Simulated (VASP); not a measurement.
An input for Quantum ESPRESSO's pw.x (written as the equivalent of a VASP run, and not itself run):

```
&CONTROL
  calculation = 'scf'
  pseudo_dir = './pseudo'
  outdir = './out'
  tprnfor = .true.
  tstress = .true.
/
&SYSTEM
  ibrav = 0
  nat = 7
  ntyp = 3
  ecutwfc = 84
  occupations = 'smearing'
  smearing = 'gaussian'
  degauss = 0.003675
  input_dft = 'pz'
/
&ELECTRONS
  conv_thr = 7.3e-08
  electron_maxstep = 100
/
ATOMIC_SPECIES
  Ge 72.630 Ge.upf
  Sb 121.760 Sb.upf
  Te 127.600 Te.upf
CELL_PARAMETERS angstrom
     2.1670250    1.2511330   14.1085000
    -2.1670250    1.2511330   14.1085000
     0.0000000   -2.5022650   14.1085000
ATOMIC_POSITIONS crystal
  Ge   0.0000000  0.0000000  0.0000000
  Sb   0.4273000  0.4273000  0.4273000
  Sb   0.5727000  0.5727000  0.5727000
  Te   0.1327000  0.1327000  0.1327000
  Te   0.8673000  0.8673000  0.8673000
  Te   0.2898000  0.2898000  0.2898000
  Te   0.7102000  0.7102000  0.7102000
K_POINTS automatic
  3 3 3 0 0 0
```

Translate this input to VASP (INCAR, KPOINTS, POSCAR, choice of POTCAR).

One answer among several that fit: 
KPOINTS:
```
Automatic
0
gamma
  3 3 3
0 0 0
```

### INCAR
```
! general
SYSTEM =Ge(SbTe2)2
PREC   =Accurate
ENCUT  =300
LREAL  =.False.
LASPH  =.True.

! electronic loop
EDIFF  =1E-6
NELM   =100
ALGO   =Normal
LMAXMIX=4

! smearing
ISMEAR =0
SIGMA  =0.05

! ions
ISIF   =2

! output
LWAVE  =.False.
LCHARG =.False.
```

### POSCAR
```
Ge(SbTe2)2
1
    2.1670250000     1.2511330000    14.1085000000
   -2.1670250000     1.2511330000    14.1085000000
    0.0000000000    -2.5022650000    14.1085000000
Ge Sb Te
1 2 4
Direct
  0.0000000000   0.0000000000   0.0000000000
  0.4273000000   0.4273000000   0.4273000000
  0.5727000000   0.5727000000   0.5727000000
  0.1327000000   0.1327000000   0.1327000000
  0.8673000000   0.8673000000   0.8673000000
  0.2898000000   0.2898000000   0.2898000000
  0.7102000000   0.7102000000   0.7102000000
```

POTCAR, in this order: Ge_d Sb Te (LDA.64 set). Program: vasp_std.

Limits of the translation: the potentials are each code's own (VASP's PAW set, PseudoDojo norm-conserving files in pw.x), so ENCUT and ecutwfc are chosen apart and not converted; conv_thr bounds pw.x's estimated SCF error, while EDIFF bounds the energy change between steps.

The structure was generated: GeSb2Te4 was put into an ordered model structure, which need not be its known phase. The cell was not relaxed at this level. The k-mesh is coarse (spacing up to 0.56 per Å, 2π included), so the numbers may not be converged in it. The run is one of a series of settings (GGA removed, POTCAR Ge_d Sb Te (LDA.64 set) against the base run), some of them coarse on purpose.
